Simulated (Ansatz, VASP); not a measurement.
# Si17N20O4 (amorphous SiO0.24N1.18): VASP beside Ansatz, part 2 of 3

One calculation is typed for both programs; each brings its own data sets. How far apart do they land? Of the first pair: The structure shown is the start of the Ansatz relaxation below; VASP solves that cell, so the two are compared at the walk's first step.

VASP 6.6.1 and Ansatz 0.2.0.

So far: The starting structure; Ansatz: relaxation, PBE.

## (3) VASP: single point, PBE, start cell, pair 1

Level of this step: PBE; plane waves and PAW (Si, N, O) (VASP).

The same cell, functional, mesh and smearing now go to VASP, with its own data sets.

Lines of VASP's logs that name or quote its potential files are left out, and so is its time.

Contents of INCAR:

```
SYSTEM = Si17N20O4
PREC = Accurate
ENCUT = 520
EDIFF = 1E-06
NELM = 120
ISMEAR = -1
SIGMA = 0.025
LREAL = Auto
ALGO = Normal
GGA = PE
NBANDS = 256
LORBIT = 11
LWAVE = .FALSE.
LCHARG = .FALSE.
ISIF = 2
LASPH = .TRUE.
GGA_COMPAT = .FALSE.
EFERMI = MIDGAP
NCORE = 2
```

Contents of POSCAR:

```
Si17N20O4
1.0
    9.8616400000      0.0000000000      0.0000000000
    0.0000000000      9.8616400000      0.0000000000
    0.0000000000      0.0000000000      9.8616400000
Si N O
34 40 8
Direct
    0.2107255994      0.8612766234      0.8548882336
    0.0015920273      0.9368624286      0.3676061994
    0.5091242430      0.2764448915      0.4970167234
    0.0423560381      0.2043372096      0.8104027322
    0.5431043924      0.5865251621      0.3607310752
    0.0485923234      0.7786838700      0.0960286524
    0.3171886218      0.6877253682      0.2800751194
    0.5829050746      0.8515115133      0.2308338167
    0.7562535238      0.1668180952      0.3341736263
    0.8230882490      0.3782737962      0.7696894229
    0.3616842635      0.3870958583      0.3239927639
    0.4657034733      0.6760944427      0.8641057674
    0.2385708665      0.6986971741      0.5962699916
    0.6040881638      0.1672541281      0.7788562551
    0.2686267193      0.6058221553      0.9972276416
    0.7635038391      0.5963511140      0.1633196912
    0.0809500245      0.3137409194      0.2254695973
    0.9090273017      0.8666002815      0.8476581988
    0.4986594522      0.4427356910      0.1034716335
    0.8562571743      0.4773242584      0.4616270722
    0.7183592181      0.6594035069      0.6865693739
    0.7734514746      0.3225832620      0.0256245412
    0.8953074742      0.0538044382      0.0699376574
    0.9904539204      0.4961649381      0.0474971709
    0.0935037174      0.5249126920      0.4224956498
    0.4613127228      0.1300696436      0.2447970115
    0.9499028559      0.2088902049      0.5197208578
    0.7834092504      0.9578934133      0.6064407137
    0.2220218949      0.1389018459      0.4246453937
    0.7794646732      0.7704702260      0.4008055455
    0.1938014367      0.0530033544      0.1279401803
    0.0838907119      0.9446298993      0.5861499710
    0.6871270904      0.8120860222      0.9724853067
    0.4512636843      0.9806685298      0.9778698066
    0.5033239907      0.4440133690      0.4456662381
    0.5287254453      0.8366154108      0.9076380805
    0.7005224283      0.2877411871      0.8630613164
    0.2967457745      0.7097602427      0.8585590226
    0.9466782401      0.4106619183      0.1896033520
    0.0551328177      0.8158582143      0.9218040813
    0.7197180185      0.9031459270      0.3145927047
    0.7944723190      0.5081203532      0.6425199054
    0.5854705708      0.1650841037      0.3740959921
    0.0265878698      0.9490307900      0.1695559765
    0.4746269383      0.7566489955      0.3405315952
    0.8653935857      0.0556499730      0.4563541155
    0.1518003091      0.4572160411      0.5932786027
    0.7354253451      0.5976896338      0.3499012335
    0.6765710369      0.4490023972      0.1071018614
    0.4350493427      0.2946365919      0.1777594802
    0.9384240349      0.9250388374      0.6887900998
    0.9232338637      0.6536742367      0.1008250149
    0.4199707148      0.5420295204      0.2342713788
    0.1891977399      0.4280626752      0.3079508074
    0.6511797226      0.7243115750      0.1158529413
    0.8981670392      0.4137749908      0.9266815661
    0.8226217952      0.3065210249      0.4354752354
    0.2159884157      0.5349313096      0.6676982733
    0.6852612750      0.0423965993      0.7042134980
    0.4311554670      0.5387744838      0.9733370920
    0.8095610872      0.9303320746      0.9797052012
    0.1264901173      0.1166337445      0.5843449974
    0.2084034704      0.8526877882      0.6702840501
    0.7371390560      0.7850925404      0.5691649665
    0.2923854450      0.0561671284      0.2795579640
    0.2144775108      0.6727177224      0.4257405462
    0.2741937447      0.9732762502      0.9831224827
    0.1278286370      0.2063247087      0.1050940817
    0.2136561464      0.7118694254      0.1381007621
    0.1666254294      0.1172218820      0.7273435250
    0.7966524838      0.1746666883      0.1502488430
    0.5153402477      0.9914983715      0.1429174052
    0.9355948909      0.2708170243      0.6854336601
    0.3436041064      0.2536190735      0.4487894508
    0.7815434350      0.7332958818      0.8363619033
    0.9634604386      0.1145347021      0.9255357121
    0.1463448270      0.4964590068      0.9882331945
    0.5279142212      0.2580402448      0.6581562499
    0.5617726869      0.6269241222      0.7372708799
    0.0665305162      0.2115672444      0.3773408885
    0.4929910238      0.1172117417      0.8940297963
    0.9470635716      0.7753071497      0.3784766023
```

Contents of KPOINTS:

```
Automatic mesh
0
Gamma
1 1 1
0 0 0
```

The projector-augmented-wave data sets are Si, N and O (PBE family, release 64).

On the command line:

```
> mpirun -np 8 vasp_gam
```

Numbers of over 12 decimals in the logs are rounded to 6 here.

The log of the run:

```text
[banner, memory and clock lines left out]
running    8 mpi-ranks, on    1 nodes
[...]
LDA part: xc-table for (Slater+PW92), standard interpolation
 POSCAR, INCAR and KPOINTS ok, starting setup
[...]
entering main loop
       N       E                     dE             d eps       ncg     rms          rms(c)
DAV:   1     0.305753463496E+04    0.30575E+04   -0.21638E+05   512   0.146E+03
DAV:   2    -0.417444813941E+03   -0.34750E+04   -0.33034E+04   664   0.343E+02
DAV:   3    -0.709949901489E+03   -0.29251E+03   -0.28914E+03   616   0.104E+02
DAV:   4    -0.718049010948E+03   -0.80991E+01   -0.80480E+01   640   0.183E+01
[...]
DAV:  23    -0.624093052143E+03   -0.56612E-05   -0.21296E-05   608   0.100E-02    0.416E-02
DAV:  24    -0.624093041939E+03    0.10204E-04   -0.93108E-06   584   0.706E-03    0.109E-02
DAV:  25    -0.624093041926E+03    0.12646E-07   -0.12047E-06   360   0.313E-03
   1 F= -.62409304E+03 E0= -.62405671E+03  d E =-.726559E-01
```

OUTCAR, selected parts (step 3):

```text
  Total       11.5930051      4.3905247    -21.4021817      9.3540427      2.2870952     24.3060856
  in kB       19.3668584      7.3346531    -35.7537167     15.6265282      3.8207392     40.6048745
  external PRESSURE =      -3.0174018 kB  Pullay stress =       0.0000000 kB

 POSITION                                       TOTAL-FORCE (eV/Angst)
 -----------------------------------------------------------------------------------
      2.07810      8.49360      8.43060         0.118589      0.357355     -0.909869
      0.01570      9.23900      3.62520        -0.018848      0.267841      0.210192
      5.02080      2.72620      4.90140        -0.044250     -0.225500      0.746028
      0.41770      2.01510      7.99190         0.609008     -0.293602     -0.360851
      5.35590      5.78410      3.55740         0.187474     -0.063123      0.171835
      0.47920      7.67910      0.94700         0.043329     -0.102323     -0.163914
      3.12800      6.78210      2.76200        -0.750435      0.000052      0.406305
      5.74840      8.39730      2.27640        -0.209934      0.099012      0.330710
      7.45790      1.64510      3.29550        -0.025892     -0.105745      0.278484
      8.11700      3.73040      7.59040         0.204636      0.014927     -0.536245
      3.56680      3.81740      3.19510         0.046868     -0.094938      0.324874
      4.59260      6.66740      8.52150        -0.246761      0.020949     -0.406417
      2.35270      6.89030      5.88020         2.102520     -0.074116      0.724941
      5.95730      1.64940      7.68080        -0.244937     -0.096272     -0.403130
[...]
-----------------------------------------------------------------------------------
    total drift:                                0.001059     -0.000907      0.004943

  FREE ENERGIE OF THE ION-ELECTRON SYSTEM (eV)
  ---------------------------------------------------
  free  energy   TOTEN  =      -624.0930419259 eV

  energy  without entropy=     -624.0203860502  energy(sigma->0) =     -624.05671399

[... 3 further parts left out ...]
[key lines of the parts left out:]
E-fermi :   7.4649
```

The run ends at a pressure of -0.30 GPa, with forces up to 3.0 eV/Å.

## (4) Differences

Known differences besides the potentials themselves: the cutoff is 420 eV in Ansatz and 520 eV in VASP (PREC = Accurate, projectors in real space). Total energies have different zeros and are not compared.

Forces on 8 of the 82 atoms, those with the largest forces and the largest differences (eV/Å; atoms numbered as in POSCAR):

```csv
atom,"Ansatz x, y, z","VASP x, y, z"
Si3,"-0.014, -0.251, 0.809","-0.044, -0.226, 0.746"
Si13,"2.093, -0.097, 0.715","2.103, -0.074, 0.725"
Si20,"-1.620, 0.067, 0.161","-1.616, 0.065, 0.161"
Si25,"2.667, 0.066, 0.558","2.657, 0.066, 0.545"
Si32,"0.007, -1.009, 1.764","0.001, -1.016, 1.774"
N47,"-1.083, -1.249, -2.312","-1.199, -1.391, -2.431"
N58,"0.145, 0.961, 1.855","0.258, 1.092, 1.987"
N66,"-1.198, -0.401, -1.441","-1.189, -0.402, -1.446"
```

The forces differ by 26 meV/Å r.m.s., which is 5.5 % of the r.m.s. force of 0.465 eV/Å (both taken over all components).

## (5) Ansatz: relaxation, PBE

This run makes the geometry at which the two programs are then compared. The cell compared in this pair holds 951.89 Å³, against 959.06 Å³ for the pair before.

The structure compared here is the end of the Ansatz relaxation.

Contents of input.yaml:

```yaml
crystal:
  lattice:
    - [9.86164, 0.0, 0.0]
    - [0.0, 9.86164, 0.0]
    - [0.0, 0.0, 9.86164]
  atoms:
    - { symbol: Si, position: [0.21073, 0.86128, 0.85489] }
    - { symbol: Si, position: [0.00159, 0.93686, 0.36761] }
    - { symbol: Si, position: [0.50912, 0.27645, 0.49702] }
    - { symbol: Si, position: [0.04236, 0.20434, 0.8104] }
    - { symbol: Si, position: [0.5431, 0.58653, 0.36073] }
    - { symbol: Si, position: [0.04859, 0.77868, 0.09603] }
    - { symbol: Si, position: [0.31719, 0.68773, 0.28008] }
    - { symbol: Si, position: [0.5829, 0.85151, 0.23083] }
    - { symbol: Si, position: [0.75625, 0.16682, 0.33417] }
    - { symbol: Si, position: [0.82309, 0.37827, 0.76969] }
    - { symbol: Si, position: [0.36168, 0.3871, 0.32399] }
    - { symbol: Si, position: [0.4657, 0.67609, 0.86411] }
    - { symbol: Si, position: [0.23857, 0.6987, 0.59627] }
    - { symbol: Si, position: [0.60409, 0.16725, 0.77886] }
    - { symbol: Si, position: [0.26863, 0.60582, 0.99723] }
    - { symbol: Si, position: [0.7635, 0.59635, 0.16332] }
    - { symbol: Si, position: [0.08095, 0.31374, 0.22547] }
    - { symbol: Si, position: [0.90903, 0.8666, 0.84766] }
    - { symbol: Si, position: [0.49866, 0.44274, 0.10347] }
    - { symbol: Si, position: [0.85626, 0.47732, 0.46163] }
    - { symbol: Si, position: [0.71836, 0.6594, 0.68657] }
    - { symbol: Si, position: [0.77345, 0.32258, 0.02562] }
    - { symbol: Si, position: [0.89531, 0.0538, 0.06994] }
    - { symbol: Si, position: [0.99045, 0.49616, 0.0475] }
    - { symbol: Si, position: [0.0935, 0.52491, 0.4225] }
    - { symbol: Si, position: [0.46131, 0.13007, 0.2448] }
    - { symbol: Si, position: [0.9499, 0.20889, 0.51972] }
    - { symbol: Si, position: [0.78341, 0.95789, 0.60644] }
    - { symbol: Si, position: [0.22202, 0.1389, 0.42465] }
    - { symbol: Si, position: [0.77946, 0.77047, 0.40081] }
    - { symbol: Si, position: [0.1938, 0.053, 0.12794] }
    - { symbol: Si, position: [0.08389, 0.94463, 0.58615] }
    - { symbol: Si, position: [0.68713, 0.81209, 0.97249] }
    - { symbol: Si, position: [0.45126, 0.98067, 0.97787] }
    - { symbol: "N", position: [0.50332, 0.44401, 0.44567] }
    - { symbol: "N", position: [0.52873, 0.83662, 0.90764] }
    - { symbol: "N", position: [0.70052, 0.28774, 0.86306] }
    - { symbol: "N", position: [0.29675, 0.70976, 0.85856] }
    - { symbol: "N", position: [0.94668, 0.41066, 0.1896] }
    - { symbol: "N", position: [0.05513, 0.81586, 0.9218] }
    - { symbol: "N", position: [0.71972, 0.90315, 0.31459] }
    - { symbol: "N", position: [0.79447, 0.50812, 0.64252] }
    - { symbol: "N", position: [0.58547, 0.16508, 0.3741] }
    - { symbol: "N", position: [0.02659, 0.94903, 0.16956] }
    - { symbol: "N", position: [0.47463, 0.75665, 0.34053] }
    - { symbol: "N", position: [0.86539, 0.05565, 0.45635] }
    - { symbol: "N", position: [0.1518, 0.45722, 0.59328] }
    - { symbol: "N", position: [0.73543, 0.59769, 0.3499] }
    - { symbol: "N", position: [0.67657, 0.449, 0.1071] }
    - { symbol: "N", position: [0.43505, 0.29464, 0.17776] }
    - { symbol: "N", position: [0.93842, 0.92504, 0.68879] }
    - { symbol: "N", position: [0.92323, 0.65367, 0.10083] }
    - { symbol: "N", position: [0.41997, 0.54203, 0.23427] }
    - { symbol: "N", position: [0.1892, 0.42806, 0.30795] }
    - { symbol: "N", position: [0.65118, 0.72431, 0.11585] }
    - { symbol: "N", position: [0.89817, 0.41377, 0.92668] }
    - { symbol: "N", position: [0.82262, 0.30652, 0.43548] }
    - { symbol: "N", position: [0.21599, 0.53493, 0.6677] }
    - { symbol: "N", position: [0.68526, 0.0424, 0.70421] }
    - { symbol: "N", position: [0.43116, 0.53877, 0.97334] }
    - { symbol: "N", position: [0.80956, 0.93033, 0.97971] }
    - { symbol: "N", position: [0.12649, 0.11663, 0.58434] }
    - { symbol: "N", position: [0.2084, 0.85269, 0.67028] }
    - { symbol: "N", position: [0.73714, 0.78509, 0.56916] }
    - { symbol: "N", position: [0.29239, 0.05617, 0.27956] }
    - { symbol: "N", position: [0.21448, 0.67272, 0.42574] }
    - { symbol: "N", position: [0.27419, 0.97328, 0.98312] }
    - { symbol: "N", position: [0.12783, 0.20632, 0.10509] }
    - { symbol: "N", position: [0.21366, 0.71187, 0.1381] }
    - { symbol: "N", position: [0.16663, 0.11722, 0.72734] }
    - { symbol: "N", position: [0.79665, 0.17467, 0.15025] }
    - { symbol: "N", position: [0.51534, 0.9915, 0.14292] }
    - { symbol: "N", position: [0.93559, 0.27082, 0.68543] }
    - { symbol: "N", position: [0.3436, 0.25362, 0.44879] }
    - { symbol: O, position: [0.78154, 0.7333, 0.83636] }
    - { symbol: O, position: [0.96346, 0.11453, 0.92554] }
    - { symbol: O, position: [0.14634, 0.49646, 0.98823] }
    - { symbol: O, position: [0.52791, 0.25804, 0.65816] }
    - { symbol: O, position: [0.56177, 0.62692, 0.73727] }
    - { symbol: O, position: [0.06653, 0.21157, 0.37734] }
    - { symbol: O, position: [0.49299, 0.11721, 0.89403] }
    - { symbol: O, position: [0.94706, 0.77531, 0.37848] }
kpoints:
  mp_grid: { grid: [1, 1, 1] }
hamiltonian:
  xc: pbe
scf:
  occupations: { method: fermi_dirac, width: 0.025 }
output:
  forces: true
relax:
  f_tol: 0.04
  max_steps: 250
  cell: {}
```

On the command line:

```
> ansatz run input.yaml --threads 4 --pin off --max-ram 8192MiB --backend cpu --events-out ev --progress --plain --runs-dir out
```

The log of the run:

```text
[...]
Crystal: 82 atoms, lattice volume = 959.064 Å³
Basis set: ecut = 420 eV, 18805 PW (Γ), exchange–correlation on 144×144×144 points (8 copies of the dense FFT grid, shifted against one another)
Bands: 274, of which v1, the nominal top of the filled ones, is band 192 counted from 1 (191 counted from 0)
Symmetry: 1 space group operations
[...]
k-points: 1
[...]
- { symbol: N, position: [0.927072, 0.249713, 0.679181] }
    - { symbol: N, position: [0.332423, 0.264631, 0.462780] }
    - { symbol: O, position: [0.799840, 0.725214, 0.838027] }
    - { symbol: O, position: [0.956646, 0.111330, 0.929322] }
    - { symbol: O, position: [0.154990, 0.496759, 0.971521] }
    - { symbol: O, position: [0.532205, 0.268863, 0.673875] }
    - { symbol: O, position: [0.585391, 0.615891, 0.747594] }
    - { symbol: O, position: [0.065968, 0.206370, 0.368245] }
    - { symbol: O, position: [0.492239, 0.123186, 0.902968] }
    - { symbol: O, position: [0.937055, 0.782717, 0.361018] }
[key lines of the parts left out:]
P = ⅓ Tr σ = -0.0083 GPa (-0.083 kbar)
```

[end of part 2 of 3]

[Lines on the potential files, build, host, timing and source positions are cut from VASP's logs without a mark.]

[Logs are printed without paths, hosts, clocks, repeated set-up lines and the standing remarks that a program may print on its own settings, such as how far it seeks lower states.]

[Hosts, paths, dates, database ids (printed as entryN), source tags and the programs' standing remarks are cut or masked in the printed files.]
